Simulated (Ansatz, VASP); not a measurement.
## H2C4SCl2O2 (H2C4SCl2O2 (C2/c)): VASP beside Ansatz

One calculation is typed for both programs; each brings its own data sets. How far apart do they land? Of the first pair: The structure shown is the start of the Ansatz relaxation below; VASP solves that cell, so the two are compared at the walk's first step.

Calculated with Ansatz 0.2.0; plane waves, with VASP 6.6.1 beside it; single point at PBE with D3(BJ).

## 1. Starting point

The cell holds 176 atoms: 32 H, 64 C, 16 S, 32 Cl and 32 O. Its edges and angles: a = 15.547 Å, b = 10.397 Å, c = 17.228 Å, α = 90.0°, β = 91.2°, γ = 90.0°. It derives from H2C4SCl2O2 (C2/c), repeated 2×1×2. As first built, before any earlier steps moved the atoms (in the runner's words): H2C4SCl2O2, space group C2/c, measured structure (Crystallography Open Database), 2 x 1 x 2 conventional cells; every coordinate displaced by a Gaussian of 0.01 A; bonds to H set to neutron lengths (C-H 1.089, N-H 1.015, O-H 0.983, B-H 1.19 A) where the measured ones are shorter.

## 2. Ansatz: relaxation, PBE with D3(BJ)

Ansatz runs on its default PAW (the set named soft_2) files.

The two programs are compared at the cell with which this relaxation starts, whose forces are those of its first step.

Input file input.yaml:

```yaml
crystal:
  lattice:
    - [15.54704, 0.00072, -0.11556]
    - [0.00049, 10.39747, 0.00086]
    - [-0.21918, 0.00141, 17.22702]
  atoms:
    - { symbol: H, position: [0.32381, 0.33348, 0.08648] }
    - { symbol: H, position: [0.17695, 0.33319, 0.16335] }
    - { symbol: H, position: [0.07374, 0.8336, 0.08646] }
    - { symbol: H, position: [0.42629, 0.8335, 0.16348] }
    - { symbol: H, position: [0.17655, 0.66672, 0.41343] }
    - { symbol: H, position: [0.32346, 0.66679, 0.33663] }
    - { symbol: H, position: [0.42665, 0.16665, 0.41343] }
    - { symbol: H, position: [0.07352, 0.16652, 0.33656] }
    - { symbol: C, position: [0.07237, 0.0415, 0.0877] }
    - { symbol: C, position: [0.42778, 0.04139, 0.16226] }
    - { symbol: C, position: [0.32238, 0.54137, 0.08771] }
    - { symbol: C, position: [0.17801, 0.5411, 0.16211] }
    - { symbol: C, position: [0.4279, 0.95875, 0.41222] }
    - { symbol: C, position: [0.07224, 0.95861, 0.33777] }
    - { symbol: C, position: [0.17787, 0.45883, 0.41227] }
    - { symbol: C, position: [0.32224, 0.45888, 0.33785] }
    - { symbol: C, position: [0.04133, 0.92267, 0.10369] }
    - { symbol: C, position: [0.45874, 0.92253, 0.14625] }
    - { symbol: C, position: [0.29139, 0.42252, 0.10373] }
    - { symbol: C, position: [0.20921, 0.42237, 0.14611] }
    - { symbol: C, position: [0.459, 0.07753, 0.3962] }
    - { symbol: C, position: [0.04116, 0.07741, 0.35378] }
    - { symbol: C, position: [0.20894, 0.57763, 0.39623] }
    - { symbol: C, position: [0.29112, 0.57766, 0.35386] }
    - { symbol: S, position: [0.2501, 0.66341, 0.12491] }
    - { symbol: S, position: [0.00015, 0.16359, 0.12495] }
    - { symbol: S, position: [0.25009, 0.33667, 0.37508] }
    - { symbol: S, position: [3.0e-05, 0.83644, 0.37495] }
    - { symbol: Cl, position: [0.16294, 0.08929, 0.04099] }
    - { symbol: Cl, position: [0.33728, 0.0893, 0.20903] }
[... 140 atom lines left out ...]
    - { symbol: O, position: [0.95828, 0.23588, 0.56138] }
    - { symbol: O, position: [0.54174, 0.23583, 0.68869] }
    - { symbol: O, position: [0.79175, 0.26404, 0.93869] }
    - { symbol: O, position: [0.70845, 0.26404, 0.8114] }
    - { symbol: O, position: [0.5417, 0.76411, 0.93863] }
    - { symbol: O, position: [0.9583, 0.76428, 0.81139] }
kpoints:
  mp_grid: { grid: [1, 1, 1] }
hamiltonian:
  xc: pbe
  dispersion: d3bj
scf:
  occupations: { method: fixed }
output:
  forces: true
  eigenvalues: true
  stress: true
relax:
  f_tol: 0.05
  max_steps: 70
```

Started as:

```console
ansatz run input.yaml --threads 4 --pin off --max-ram 8192MiB --backend cpu --events-out ev --progress --plain --runs-dir out
```

Numbers of over 12 decimals in the logs are rounded to 6 here.

The program printed:

```text
Warning: output.stress: scf.convergence.dr2_threshold = 1e-7 eV (the SCF's general default) is looser than the 1.08e-8 eV advised for a printed stress (1e-10 eV for each atom of the cell: 176, of which 108 are counted). What an SCF threshold leaves in a stress goes as its square root, and in the free energy as the threshold itself, and one threshold admits the most on a small cell: [figures from the program's tests c [...]
Engine: ansatz 0.2.0, aarch64-unknown-linux-gnu
Pseudopotentials: kind: paw
Pseudopotential: H, paw, valence charge 1, recommended cutoff 420 eV (normal), H.paw.azcp
Pseudopotential: C, paw, valence charge 4, recommended cutoff 420 eV (normal), C.paw.azcp
Pseudopotential: S, paw, valence charge 6, recommended cutoff 420 eV (normal), S.paw.azcp
Pseudopotential: Cl, paw, valence charge 7, recommended cutoff 420 eV (normal), Cl.paw.azcp
Pseudopotential: O, paw, valence charge 6, recommended cutoff 420 eV (normal), O.paw.azcp
Functional definition: PBE
  parameter kappa = 0.804
  parameter beta = 0.066725
  exchange = pbe_x(kappa = kappa, mu = beta*pi^2/3)
  correlation = pbe_c(beta = beta)
Crystal: 176 atoms, lattice volume = 2784.482 Å³
Basis set: ecut = 420 eV, 54479 PW (Γ), exchange–correlation on 216×144×240 points (8 copies of the dense FFT grid, shifted against one another)
Bands: 576, of which v1, the nominal top of the filled ones, is band 400 counted from 1 (399 counted from 0)
Symmetry: 1 space group operations
Space group: P1 (ITA 1), of the structure as read, at distance tolerance 1.4e-4 Å
k-points: 1
Non-local potential: H, projectors of the file, l = 0: 2, l = 1: 1
Non-local potential: C, projectors of the file, l = 0: 2, l = 1: 2, l = 2: 1
Non-local potential: S, projectors of the file, l = 0: 2, l = 1: 2, l = 2: 2
Non-local potential: Cl, projectors of the file, l = 0: 2, l = 1: 2, l = 2: 2
Non-local potential: O, projectors of the file, l = 0: 2, l = 1: 2, l = 2: 1
PAW form: soft (Blöchl's): semilocal exchange-correlation on the pseudo side does not see the compensation charge
PAW one-centre angular grid: H, 110 points (default); XC on 64 Gauss nodes
PAW one-centre angular grid: C, 110 points (default); XC on 64 Gauss nodes
PAW one-centre angular grid: S, 110 points (default); XC on 64 Gauss nodes
PAW one-centre angular grid: Cl, 110 points (default); XC on 64 Gauss nodes
PAW one-centre angular grid: O, 110 points (default); XC on 64 Gauss nodes
Initial density: superposition of atomic densities (neutral atoms: chi_scale 0, normalization atom), corrected by the library's trained network
Initial wavefunctions: pseudopotential atomic-orbital guess
Functional: x = pbe(κ = 0.804, μ = 0.219515), c = pbe(β = 0.066725)
SCF iter   1: F=—  HF=-83668.227435 eV  |F-HF|=—  |Δ(HF+E_count)|=         —  Δρ=6.44e-3  dr2=1.29e0  ethr=1.77e-3  ⟨swp⟩=5.0  Hψ=2247  notcnv=0  defer=162
preconditioner: auto → Resta (q_TF=auto, 2.216 Å⁻¹)  ε∞=3.1  [insulator: Δε(μ)=2.253 eV  Ē_g=13.335 eV  n_scr=508 (ndim 8)  ℏωp=19.5 eV  f_vac=0.152  ε∞_Penn≈3.1]
SCF iter   2: F=—  HF=-83667.868682 eV  |F-HF|=—  |Δ(HF+E_count)|=   3.59e-1  Δρ=3.45e-3  dr2=2.09e-1  ethr=1.61e-4  ⟨swp⟩=2.0  Hψ=880  notcnv=0  defer=171
SCF iter   3: F=—  HF=-83667.876697 eV  |F-HF|=—  |Δ(HF+E_count)|=   8.01e-3  Δρ=1.59e-3  dr2=6.20e-2  ethr=2.61e-5  ⟨swp⟩=2.0  Hψ=821  notcnv=0  defer=171
SCF iter   4: F=—  HF=-83667.877425 eV  |F-HF|=—  |Δ(HF+E_count)|=   7.28e-4  Δρ=4.07e-4  dr2=3.75e-3  ethr=7.76e-6  ⟨swp⟩=2.0  Hψ=803  notcnv=0  defer=173
SCF iter   5: F=—  HF=-83667.878943 eV  |F-HF|=—  |Δ(HF+E_count)|=   1.52e-3  Δρ=1.38e-4  dr2=4.58e-4  ethr=4.69e-7  ⟨swp⟩=2.0  Hψ=804  notcnv=0  defer=173
SCF iter   6: F=—  HF=-83667.879246 eV  |F-HF|=—  |Δ(HF+E_count)|=   3.04e-4  Δρ=3.74e-5  dr2=3.96e-5  ethr=5.72e-8  ⟨swp⟩=2.0  Hψ=704  notcnv=0  defer=173
SCF iter   7: F=-83667.879280 eV  HF=-83667.879279 eV  |F-HF|=1.97e-7  |Δ(HF+E_count)|=   3.30e-5  Δρ=1.50e-5  dr2=7.26e-6  ethr=4.96e-9  ⟨swp⟩=16.0  Hψ=3814  notcnv=0
[...]
- { symbol: S, position: [-6.035187155440172e-6, 0.162053, 0.624893] }
    - { symbol: S, position: [0.250082, 0.338033, 0.875059] }
    - { symbol: S, position: [5.8230450158385655e-5, 0.838012, 0.875086] }
    - { symbol: Cl, position: [0.161035, 0.088187, 0.541488] }
    - { symbol: Cl, position: [0.339024, 0.088199, 0.708465] }
    - { symbol: Cl, position: [0.411059, 0.588084, 0.541573] }
    - { symbol: Cl, position: [0.088933, 0.588175, 0.708298] }
    - { symbol: Cl, position: [0.338959, 0.911964, 0.958274] }
    - { symbol: Cl, position: [0.161105, 0.911902, 0.791691] }
    - { symbol: Cl, position: [0.089023, 0.411900, 0.958440] }
    - { symbol: Cl, position: [0.411121, 0.411974, 0.791675] }
    - { symbol: O, position: [0.208469, 0.733609, 0.562015] }
    - { symbol: O, position: [0.291550, 0.733592, 0.687819] }
    - { symbol: O, position: [0.458564, 0.233638, 0.562190] }
    - { symbol: O, position: [0.041553, 0.233580, 0.687793] }
    - { symbol: O, position: [0.291662, 0.266481, 0.937955] }
    - { symbol: O, position: [0.208529, 0.266457, 0.812177] }
    - { symbol: O, position: [0.041616, 0.766408, 0.937972] }
    - { symbol: O, position: [0.458445, 0.766482, 0.812020] }
    - { symbol: H, position: [0.822749, 0.334872, 0.087048] }
    - { symbol: H, position: [0.677400, 0.334893, 0.163237] }
    - { symbol: H, position: [0.572646, 0.834778, 0.086997] }
    - { symbol: H, position: [0.927390, 0.834892, 0.162972] }
    - { symbol: H, position: [0.677337, 0.665138, 0.412955] }
    - { symbol: H, position: [0.822664, 0.665126, 0.336730] }
    - { symbol: H, position: [0.927438, 0.165159, 0.413193] }
    - { symbol: H, position: [0.572728, 0.165140, 0.336859] }
    - { symbol: C, position: [0.571423, 0.040790, 0.088058] }
    - { symbol: C, position: [0.928696, 0.040904, 0.161962] }
    - { symbol: C, position: [0.821450, 0.540884, 0.088101] }
    - { symbol: C, position: [0.678749, 0.540904, 0.162221] }
    - { symbol: C, position: [0.928721, 0.959149, 0.412135] }
    - { symbol: C, position: [0.571386, 0.959130, 0.337880] }
    - { symbol: C, position: [0.678629, 0.459129, 0.411884] }
    - { symbol: C, position: [0.821331, 0.459115, 0.337763] }
    - { symbol: C, position: [0.540659, 0.923148, 0.104004] }
    - { symbol: C, position: [0.959410, 0.923245, 0.145984] }
    - { symbol: C, position: [0.790733, 0.423218, 0.104057] }
    - { symbol: C, position: [0.709447, 0.423230, 0.146257] }
    - { symbol: C, position: [0.959455, 0.076809, 0.396192] }
    - { symbol: C, position: [0.540686, 0.076802, 0.353844] }
    - { symbol: C, position: [0.709348, 0.576796, 0.395933] }
    - { symbol: C, position: [0.790627, 0.576788, 0.353722] }
    - { symbol: S, position: [0.750106, 0.662039, 0.125161] }
    - { symbol: S, position: [0.500110, 0.161995, 0.125107] }
    - { symbol: S, position: [0.749975, 0.337978, 0.374823] }
    - { symbol: S, position: [0.500020, 0.837994, 0.374927] }
    - { symbol: Cl, position: [0.661134, 0.087959, 0.041735] }
    - { symbol: Cl, position: [0.839004, 0.088116, 0.208303] }
    - { symbol: Cl, position: [0.911143, 0.588116, 0.041769] }
    - { symbol: Cl, position: [0.589064, 0.588151, 0.208561] }
    - { symbol: Cl, position: [0.839031, 0.911931, 0.458476] }
    - { symbol: Cl, position: [0.661069, 0.911883, 0.291538] }
    - { symbol: Cl, position: [0.588945, 0.411900, 0.458231] }
    - { symbol: Cl, position: [0.911006, 0.411865, 0.291410] }
    - { symbol: O, position: [0.708535, 0.733625, 0.062274] }
    - { symbol: O, position: [0.791681, 0.733577, 0.188045] }
    - { symbol: O, position: [0.958458, 0.233680, 0.062044] }
    - { symbol: O, position: [0.541683, 0.233515, 0.188001] }
    - { symbol: O, position: [0.791529, 0.266390, 0.437718] }
    - { symbol: O, position: [0.708417, 0.266442, 0.311929] }
    - { symbol: O, position: [0.541567, 0.766389, 0.437817] }
    - { symbol: O, position: [0.958505, 0.766456, 0.312178] }
    - { symbol: H, position: [0.822707, 0.334860, 0.587038] }
    - { symbol: H, position: [0.677372, 0.334912, 0.663250] }
    - { symbol: H, position: [0.572692, 0.834840, 0.586984] }
    - { symbol: H, position: [0.927334, 0.834880, 0.662957] }
    - { symbol: H, position: [0.677282, 0.665136, 0.912974] }
    - { symbol: H, position: [0.822628, 0.665184, 0.836782] }
    - { symbol: H, position: [0.927429, 0.165175, 0.913219] }
    - { symbol: H, position: [0.572754, 0.165131, 0.836849] }
    - { symbol: C, position: [0.571429, 0.040850, 0.588043] }
    - { symbol: C, position: [0.928646, 0.040891, 0.661939] }
    - { symbol: C, position: [0.821429, 0.540871, 0.588092] }
    - { symbol: C, position: [0.678731, 0.540923, 0.662219] }
    - { symbol: C, position: [0.928724, 0.959164, 0.912160] }
    - { symbol: C, position: [0.571393, 0.959121, 0.837874] }
    - { symbol: C, position: [0.678604, 0.459126, 0.911896] }
    - { symbol: C, position: [0.821326, 0.459172, 0.837803] }
    - { symbol: C, position: [0.540684, 0.923196, 0.603986] }
    - { symbol: C, position: [0.959355, 0.923229, 0.645962] }
    - { symbol: C, position: [0.790702, 0.423211, 0.604052] }
    - { symbol: C, position: [0.709422, 0.423242, 0.646261] }
    - { symbol: C, position: [0.959450, 0.076830, 0.896216] }
    - { symbol: C, position: [0.540701, 0.076801, 0.853831] }
    - { symbol: C, position: [0.709309, 0.576805, 0.895955] }
    - { symbol: C, position: [0.790600, 0.576831, 0.853763] }
    - { symbol: S, position: [0.750098, 0.662041, 0.625155] }
    - { symbol: S, position: [0.500093, 0.162028, 0.625089] }
    - { symbol: S, position: [0.749978, 0.338007, 0.874845] }
    - { symbol: S, position: [0.500011, 0.838003, 0.874917] }
    - { symbol: Cl, position: [0.661141, 0.088045, 0.541727] }
    - { symbol: Cl, position: [0.838965, 0.088115, 0.708292] }
    - { symbol: Cl, position: [0.911116, 0.588086, 0.541748] }
    - { symbol: Cl, position: [0.589053, 0.588189, 0.708562] }
    - { symbol: Cl, position: [0.839033, 0.911929, 0.958494] }
    - { symbol: Cl, position: [0.661084, 0.911854, 0.791550] }
    - { symbol: Cl, position: [0.588920, 0.411858, 0.958227] }
    - { symbol: Cl, position: [0.911017, 0.411959, 0.791462] }
    - { symbol: O, position: [0.708542, 0.733643, 0.562267] }
    - { symbol: O, position: [0.791677, 0.733563, 0.688044] }
    - { symbol: O, position: [0.958430, 0.233649, 0.562008] }
    - { symbol: O, position: [0.541653, 0.233545, 0.687991] }
    - { symbol: O, position: [0.791526, 0.266422, 0.937744] }
    - { symbol: O, position: [0.708446, 0.266464, 0.811939] }
    - { symbol: O, position: [0.541553, 0.766397, 0.937811] }
    - { symbol: O, position: [0.958483, 0.766490, 0.812194] }
```

## 3. VASP: single point, PBE with D3(BJ), start cell, pair 1

The same cell, functional and mesh now go to VASP, with its own data sets.

Lines of VASP's logs that name or quote its potential files are left out, and so is its time.

Input file INCAR:

```
SYSTEM = H2C4SCl2O2
PREC = Accurate
ENCUT = 520
EDIFF = 1E-06
NELM = 120
ISMEAR = 0
SIGMA = 0.01
LREAL = Auto
ALGO = Normal
GGA = PE
IVDW = 12
NBANDS = 523
LORBIT = 11
LWAVE = .FALSE.
LCHARG = .FALSE.
ISIF = 2
LASPH = .TRUE.
GGA_COMPAT = .FALSE.
EFERMI = MIDGAP
```

Input file POSCAR:

```
H2C4SCl2O2
1.0
   15.5470400000      0.0007200000     -0.1155600000
    0.0004900000     10.3974700000      0.0008600000
   -0.2191800000      0.0014100000     17.2270200000
H C S Cl O
32 64 16 32 32
Direct
    0.3238103067      0.3334796750      0.0864823241
    0.1769494480      0.3331908888      0.1633516263
    0.0737401643      0.8335994239      0.0864574673
    0.4262883980      0.8334972419      0.1634783659
    0.1765473303      0.6667189184      0.4134277682
    0.3234606399      0.6667864838      0.3366284868
    0.4266493073      0.1666472591      0.4134296168
    0.0735179151      0.1665186353      0.3365615483
    0.3233420373      0.3333253246      0.5866179261
    0.1764286378      0.3335078208      0.6634113896
    0.0735074480      0.8334931692      0.5864205020
    0.4264284456      0.8335544655      0.6634206737
    0.1764106959      0.6665934254      0.9133624242
    0.3233306803      0.6667667830      0.8365805969
    0.4266668081      0.1666467881      0.9133478861
    0.0735317612      0.1666624037      0.8366771502
    0.8233988658      0.3334835362      0.0865886948
    0.6765116904      0.3335987017      0.1634171665
    0.5731623071      0.8331224026      0.0866207940
    0.9268176572      0.8333856716      0.1632427626
    0.6766494480      0.6665207816      0.4134621311
    0.8234971217      0.6665691287      0.3365695331
    0.9266477624      0.1665356961      0.4134110365
    0.5735232053      0.1666186579      0.3365720275
    0.8232700561      0.3333387938      0.5866220865
    0.6764094277      0.3335212737      0.6635087813
    0.5733287336      0.8333912080      0.5866097068
    0.9266831483      0.8333370998      0.6633283548
    0.6765018309      0.6663856535      0.9135302252
    0.8233825644      0.6665590201      0.8367016958
[... 140 atom lines left out ...]
    0.9582806818      0.2358764670      0.5613818328
    0.5417386090      0.2358303408      0.6886913987
    0.7917528456      0.2640359993      0.9386921178
    0.7084508530      0.2640397941      0.8114021756
    0.5417015118      0.7641076630      0.9386325606
    0.9583023751      0.7642788069      0.8113872360
```

Input file KPOINTS:

```
Automatic mesh
0
Gamma
1 1 1
0 0 0
```

Potentials, in the order of the species: H, C, S, Cl and O (PBE family, release 64).

Started as:

```console
export OMP_NUM_THREADS=3
mpirun -np 1 vasp_gam
```

The program printed:

```text
[banner, memory and clock lines left out]
running    1 mpi-ranks, on    1 nodes
[...]
Offloading initialized ...    1 GPUs detected
[...]
LDA part: xc-table for (Slater+PW92), standard interpolation
 POSCAR, INCAR and KPOINTS ok, starting setup
[...]
entering main loop
       N       E                     dE             d eps       ncg     rms          rms(c)
DAV:   1     0.831333684559E+04    0.83133E+04   -0.41782E+05  1062   0.144E+03
DAV:   2     0.907093571665E+01   -0.83043E+04   -0.79528E+04  1556   0.328E+02
DAV:   3    -0.107887665965E+04   -0.10879E+04   -0.10744E+04  1236   0.130E+02
DAV:   4    -0.111439086173E+04   -0.35514E+02   -0.35268E+02  1260   0.247E+01
[...]
DAV:  16    -0.100961850817E+04   -0.44597E-05   -0.33380E-06   996   0.313E-03    0.879E-03
DAV:  17    -0.100961851142E+04   -0.32535E-05   -0.29951E-06   892   0.279E-03    0.198E-03
DAV:  18    -0.100961851156E+04   -0.13686E-06   -0.71985E-07   612   0.138E-03
   1 F= -.10277056E+04 E0= -.10277056E+04  d E =0.000000E+00
```

OUTCAR, selected parts (step 3):

```text
  FREE ENERGIE OF THE ION-ELECTRON SYSTEM (eV)
  ---------------------------------------------------
  free  energy   TOTEN  =     -1027.7056274550 eV

  energy  without entropy=    -1027.7056274550  energy(sigma->0) =    -1027.70562746
```

The run ends at a pressure of -3.25 GPa, with forces up to 0.95 eV/Å.

## 4. Side by side

Known differences besides the potentials themselves: fixed occupations in Ansatz, narrow Gaussian smearing in VASP; the cutoff is 420 eV in Ansatz and 520 eV in VASP (PREC = Accurate, projectors in real space). Total energies have different zeros and are not compared.

Forces on 10 of the 176 atoms, those with the largest forces and the largest differences (eV/Å; atoms numbered as in POSCAR):

```
atom          Ansatz x, y, z            VASP x, y, z
 C33   -0.113, -0.353, 0.066   0.019, -0.264, -0.006
 C35   -0.112, -0.353, 0.066   0.020, -0.263, -0.007
 C88    -0.116, 0.355, 0.067    0.016, 0.264, -0.004
O150     0.332, 0.409, 0.582     0.403, 0.486, 0.709
O152     0.330, 0.407, 0.582     0.401, 0.485, 0.706
O154  -0.333, -0.409, -0.585  -0.404, -0.487, -0.710
O157   -0.332, 0.407, -0.583   -0.403, 0.484, -0.707
O159   -0.332, 0.409, -0.585   -0.401, 0.484, -0.707
O161    0.332, -0.409, 0.584    0.401, -0.484, 0.707
O173   -0.331, 0.406, -0.581   -0.402, 0.485, -0.708
```

The forces differ by 71 meV/Å r.m.s., which is 22.0 % of the r.m.s. force of 0.322 eV/Å (both taken over all components).

[end of part 1 of 2]

[Lines on the potential files, build, host, timing and source positions are cut from VASP's logs without a mark.]

[Logs are printed without paths, hosts, clocks, repeated set-up lines and the standing remarks that a program may print on its own settings, such as how far it seeks lower states.]

[Hosts, paths, dates, database ids (printed as entryN), source tags and the programs' standing remarks are cut or masked in the printed files.]
